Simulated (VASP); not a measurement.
A convergence study with VASP on ZnO (wurtzite): a few settings are varied, all else stays as given below, so the limit is that of these other settings.

```xyz
4
Lattice="1.6250 -2.8146 0.0000 1.6250 2.8146 0.0000 0.0000 0.0000 5.2100" Properties=species:S:1:pos:R:3 pbc="T T T"
Zn     1.6250    -0.9382     2.6050
Zn     1.6250     0.9382     0.0000
O      1.6250    -0.9382     4.5952
O      1.6250     0.9382     1.9902
```

The numbers are results of PBE GGA, VASP's PBE PAW potentials (set 64) (plane waves; VASP), not measurements. The last row used: 700 eV cut-off, 15×15×8 Γ-centred mesh, second-order Methfessel-Paxton smearing of 0.40 eV, potentials Zn O.

| setting | E (eV/atom) | pressure (GPa) | irreducible k-points |
|---|---|---|---|
| ISMEAR = -1, SIGMA = 0.01, 4×4×2 mesh | -4.4515 | 5.58 | 8 |
| ISMEAR = -1, SIGMA = 0.2, 4×4×2 mesh | … | … | 8 |
| ISMEAR = 0, SIGMA = 0.01, 4×4×2 mesh | -4.4515 | 5.58 | 8 |
| ISMEAR = 0, SIGMA = 0.2, 4×4×2 mesh | -4.4514 | 5.58 | 8 |
| ISMEAR = 1, SIGMA = 0.01, 4×4×2 mesh | -4.4515 | 5.58 | 8 |
| ISMEAR = 1, SIGMA = 0.2, 4×4×2 mesh | -4.4513 | 5.58 | 8 |
| ISMEAR = 2, SIGMA = 0.01, 4×4×2 mesh | -4.4515 | 5.58 | 8 |
| ISMEAR = 2, SIGMA = 0.2, 4×4×2 mesh | -4.4513 | 5.58 | 8 |
| ISMEAR = -1, SIGMA = 0.05, 9×9×5 mesh | -4.4587 | 5.61 | 36 |
| ISMEAR = -1, SIGMA = 0.2, 9×9×5 mesh | -4.4583 | 5.63 | 36 |
| ISMEAR = 0, SIGMA = 0.05, 9×9×5 mesh | -4.4587 | 5.61 | 36 |
| ISMEAR = 0, SIGMA = 0.2, 9×9×5 mesh | -4.4587 | 5.61 | 36 |
| ISMEAR = 1, SIGMA = 0.05, 9×9×5 mesh | -4.4587 | 5.61 | 36 |
| ISMEAR = 1, SIGMA = 0.2, 9×9×5 mesh | -4.4587 | 5.60 | 36 |
| ISMEAR = 2, SIGMA = 0.05, 9×9×5 mesh | -4.4587 | 5.61 | 36 |
| ISMEAR = 2, SIGMA = 0.2, 9×9×5 mesh | -4.4587 | 5.60 | 36 |
| ISMEAR = -1, SIGMA = 0.05, 15×15×8 mesh | -4.4587 | 5.61 | 135 |
| ISMEAR = -1, SIGMA = 0.4, 15×15×8 mesh | … | … | 135 |
| ISMEAR = 0, SIGMA = 0.05, 15×15×8 mesh | -4.4587 | 5.61 | 135 |
| ISMEAR = 0, SIGMA = 0.4, 15×15×8 mesh | -4.4587 | 5.61 | 135 |
| ISMEAR = 1, SIGMA = 0.05, 15×15×8 mesh | -4.4587 | 5.61 | 135 |
| ISMEAR = 1, SIGMA = 0.4, 15×15×8 mesh | -4.4587 | 5.55 | 135 |
| ISMEAR = 2, SIGMA = 0.05, 15×15×8 mesh | -4.4587 | 5.61 | 135 |
| ISMEAR = 2, SIGMA = 0.4, 15×15×8 mesh | -4.4586 | 5.59 | 135 |

### Question
Some entries are withheld; supply them.

### Answer

- ISMEAR = -1, SIGMA = 0.4, 15×15×8 mesh, E (eV/atom): -4.4533
- ISMEAR = -1, SIGMA = 0.4, 15×15×8 mesh, pressure (GPa): 5.82
- ISMEAR = -1, SIGMA = 0.2, 4×4×2 mesh, E (eV/atom): -4.4503
- ISMEAR = -1, SIGMA = 0.2, 4×4×2 mesh, pressure (GPa): 5.68

Left out are rungs that failed or repeat a setting and relaxations that didn't move; long series are thinned to 24 rows.

The compound is ZnO in the wurtzite structure. The cell was not relaxed at this level.
